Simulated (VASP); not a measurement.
Crystal: P.

```
CELL_PARAMETERS angstrom
1.65884 -5.09887 0.00000
1.65884 5.09887 0.00000
0.00000 0.00000 4.17130
ATOMIC_POSITIONS crystal
P 0.10605 0.89395 0.07264
P 0.60605 0.39395 0.42736
P 0.89395 0.10605 0.92736
P 0.39395 0.60605 0.57264
```

Program: VASP 6.6.1. Alike in all runs: task single point; no spin polarisation; cell as given; cutoff (eV) 450; smearing gaussian 0.02 eV. Hardware: 4 MPI ranks on Intel(R) Xeon(R) Platinum 8488C (Sapphire Rapids) (shared host).

Question: Order these runs on this cell by their wall time, lowest first.
A. level r2SCAN; potentials or basis VASP PAW PBE potentials, release 64 (P); k mesh 10 × 10 × 7
B. level HSE06; potentials or basis VASP PAW PBE potentials, release 64 (P); k mesh 6 × 6 × 5; grid for exact exchange (PRECFOCK) Fast; screening parameter 0.2 1/A
C. level LDA; potentials or basis VASP PAW LDA potentials, release 64 (P); k mesh 10 × 10 × 7

Answer: C (23 s), A (110 s), B (470 s).

Runs at the PBE level aren't shown here.
